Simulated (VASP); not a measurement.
Level of theory: PBEsol GGA, VASP's PBE PAW potentials (set 64) (plane waves; VASP).

A VASP calculation is set up with these files.

### INCAR
```
NELM = 100
LASPH = .True.   # aspherical one-centre terms
LREAL = .False.   # projection in real space or not
IBRION = 2
GGA = PS
ALGO = Normal
ENCUT = 480   # plane-wave cut-off (eV)
EDIFF = 1E-7
EDIFFG = -0.01
ISMEAR = 0   # Gaussian
LCHARG = .False.
LMAXMIX = 4
ISIF = 3   # ions, shape and volume
SIGMA = 0.05   # width (eV)
PREC = Accurate
PSTRESS = 20   # kbar
NSW = 40   # most ionic steps
LWAVE = .False.
SYSTEM = ZnS
```

**POSCAR**
```
ZnS
1
    0.0000000000     2.6776703000     2.6776703000
    2.6776703000     0.0000000000     2.6776703000
    2.6776703000     2.6776703000     0.0000000000
Zn S
1 1
Direct
  0.0000000000   0.0000000000   0.0000000000
  0.2500000000   0.2500000000   0.2500000000
```

### KPOINTS
```
kpoints
0
G
 8 8 8
```

POTCAR, in this order: Zn S (PBE.64 set). Program: vasp_std.

Output of the run:

OSZICAR:
```
       N       E                     dE             d eps       ncg     rms          rms(c)
DAV:   1     0.851071197669E+02    0.85107E+02   -0.88768E+03   754   0.158E+03
DAV:   2    -0.201946145930E+01   -0.87127E+02   -0.83199E+02   834   0.275E+02
DAV:   3    -0.791949311429E+01   -0.59000E+01   -0.58714E+01   929   0.731E+01
DAV:   4    -0.799531204137E+01   -0.75819E-01   -0.75792E-01   844   0.889E+00
DAV:   5    -0.799646776626E+01   -0.11557E-02   -0.11557E-02   914   0.108E+00    0.726E+00
DAV:   6    -0.760621841552E+01    0.39025E+00   -0.10323E+00  1005   0.403E+01    0.561E+00
DAV:   7    -0.759142512004E+01    0.14793E-01   -0.35162E-01   799   0.623E+00    0.266E+00
DAV:   8    -0.758834621585E+01    0.30789E-02   -0.55540E-03   889   0.740E-01    0.719E-01
DAV:   9    -0.758809839506E+01    0.24782E-03   -0.85517E-04   900   0.367E-01    0.116E-01
DAV:  10    -0.758818167475E+01   -0.83280E-04   -0.18961E-04   854   0.212E-01    0.729E-02
DAV:  11    -0.758817869783E+01    0.29769E-05   -0.55597E-05   914   0.172E-01    0.867E-03
DAV:  12    -0.758817855409E+01    0.14374E-06   -0.26714E-06  1103   0.301E-02    0.293E-03
DAV:  13    -0.758817865552E+01   -0.10142E-06   -0.61380E-07   804   0.851E-03    0.130E-03
DAV:  14    -0.758817859167E+01    0.63846E-07   -0.42035E-08   517   0.289E-03
   1 F= -.71088639E+01 E0= -.71088639E+01  d E =-.710886E+01
       N       E                     dE             d eps       ncg     rms          rms(c)
DAV:   1    -0.776737973179E+01   -0.17920E+00   -0.23227E+00   899   0.362E+01    0.318E+00
DAV:   2    -0.760140364719E+01    0.16598E+00   -0.66107E-01   899   0.293E+01    0.120E+00
DAV:   3    -0.758267656580E+01    0.18727E-01   -0.27473E-02  1015   0.320E+00    0.549E-01
DAV:   4    -0.757788629558E+01    0.47903E-02   -0.54033E-03   899   0.118E+00    0.283E-01
DAV:   5    -0.757718411535E+01    0.70218E-03   -0.81543E-04  1216   0.597E-01    0.835E-02
DAV:   6    -0.757711669574E+01    0.67420E-04   -0.22258E-04   832   0.182E-01    0.229E-02
DAV:   7    -0.757711756657E+01   -0.87083E-06   -0.15267E-05   829   0.359E-02    0.110E-02
DAV:   8    -0.757711731922E+01    0.24735E-06   -0.10950E-06   967   0.127E-02    0.991E-04
DAV:   9    -0.757711746116E+01   -0.14194E-06   -0.35396E-07   634   0.113E-02    0.148E-03
DAV:  10    -0.757711743810E+01    0.23055E-07   -0.49893E-08   392   0.684E-03
   2 F= -.71124266E+01 E0= -.71124266E+01  d E =-.356262E-02
       N       E                     dE             d eps       ncg     rms          rms(c)
DAV:   1    -0.760100794041E+01   -0.23890E-01   -0.23310E-01   884   0.120E+01    0.974E-01
DAV:   2    -0.758509244393E+01    0.15915E-01   -0.55296E-02   894   0.744E+00    0.379E-01
DAV:   3    -0.758322326808E+01    0.18692E-02   -0.21567E-03   789   0.473E-01    0.174E-01
DAV:   4    -0.758275933789E+01    0.46393E-03   -0.25282E-04   884   0.267E-01    0.781E-02
DAV:   5    -0.758268908476E+01    0.70253E-04   -0.68230E-05  1152   0.174E-01    0.162E-02
DAV:   6    -0.758268818792E+01    0.89684E-06   -0.21492E-05   764   0.578E-02    0.696E-03
DAV:   7    -0.758268868046E+01   -0.49254E-06   -0.88136E-07   939   0.198E-02    0.321E-03
DAV:   8    -0.758268864953E+01    0.30928E-07   -0.25314E-07   442   0.798E-03
   3 F= -.71134296E+01 E0= -.71134296E+01  d E =-.456572E-02
```

**OUTCAR**
```
------------------------ aborting loop because EDIFF is reached ----------------------------------------
  FORCE on cell =-STRESS in cart. coord.  units (eV):
  Direction    XX          YY          ZZ          XY          YZ          ZX
  --------------------------------------------------------------------------------------
  Total        0.4718204      0.4718204      0.4718204      0.0000000      0.0000000     -0.0000000
  in kB       20.1091674     20.1091674     20.1091674      0.0000000      0.0000000     -0.0000000
  external PRESSURE =       0.1091674 kB  Pullay stress =      20.0000000 kB
  volume of cell :       37.59
      direct lattice vectors                 reciprocal lattice vectors
    -0.000000000  2.658812638  2.658812638    -0.188053868  0.188053868  0.188053868
     2.658812638  0.000000000  2.658812638     0.188053868 -0.188053868  0.188053868
     2.658812638  2.658812638 -0.000000000     0.188053868  0.188053868 -0.188053868
  FREE ENERGIE OF THE ION-ELECTRON SYSTEM (eV)
  ---------------------------------------------------
  free  energy   TOTEN  =        -7.5826886495 eV

  energy  without entropy=       -7.5826886495  energy(sigma->0) =       -7.58268865
  enthalpy is  TOTEN    =        -7.1134296480 eV   P V=        0.4692590015

 reached required accuracy - stopping structural energy minimisation
```
(Selected blocks of OUTCAR.)

**CONTCAR**
```
ZnS
   1.00000000000000
    -0.0000000000000000    2.6588126380097594    2.6588126380097594
     2.6588126380097594    0.0000000000000000    2.6588126380097594
     2.6588126380097594    2.6588126380097594   -0.0000000000000000
  Zn              S
     1     1
Direct
     0.0000000000000000    0.0000000000000000    0.0000000000000000
     0.2500000000000000    0.2500000000000000    0.2500000000000000
```

File OUTCAR:
```
 val. band max:        2.4779516921   @ k =   0.0000   0.0000   0.0000

 cond. band min:       4.6668895397   @ k =   0.0000   0.0000   0.0000


 Fermi energy:         2.6842346810

 k-point     1 :       0.0000    0.0000    0.0000
  band No.  band energies     occupation
      1     -11.0290      2.00000
      2      -4.1030      2.00000
      3      -4.1030      2.00000
      4      -4.1030      2.00000
      5      -3.5450      2.00000
      6      -3.5450      2.00000
      7       2.4780      2.00000
      8       2.4780      2.00000
      9       2.4780      2.00000
     10       4.6669      0.00000
     11       8.7473      0.00000
     12       8.7473      0.00000
     13       8.7473      0.00000

 k-point     2 :       0.1250    0.0000    0.0000
  band No.  band energies     occupation
      1     -10.9001      2.00000
      2      -4.1080      2.00000
      3      -4.0797      2.00000
      4      -4.0797      2.00000
      5      -3.5471      2.00000
      6      -3.5471      2.00000
      7       1.3026      2.00000
      8       2.3145      2.00000
      9       2.3145      2.00000
     10       5.4986      0.00000
     11       8.6784      0.00000
     12       9.0202      0.00000
     13       9.0203      0.00000

 k-point     3 :       0.2500    0.0000    0.0000
  band No.  band energies     occupation
      1     -10.5613      2.00000
      2      -4.0757      2.00000
      3      -4.0287      2.00000
      4      -4.0287      2.00000
      5      -3.5438      2.00000
      6      -3.5438      2.00000
      7      -0.5148      2.00000
      8       1.9617      2.00000
      9       1.9617      2.00000
     10       5.9795      0.00000
     11       9.4066      0.00000
     12       9.4066      0.00000
     13       9.4204      0.00000

 k-point     4 :       0.3750    0.0000    0.0000
  band No.  band energies     occupation
      1     -10.1717      2.00000
      2      -3.9889      2.00000
      3      -3.9889      2.00000
...
```

Energy and stress use the plane-wave basis of the starting cell.

The compound is ZnS in the zinc blende structure. This run relaxes it under an external pressure of 2 GPa. Symmetry was kept, so distortions that lower it aren't found.
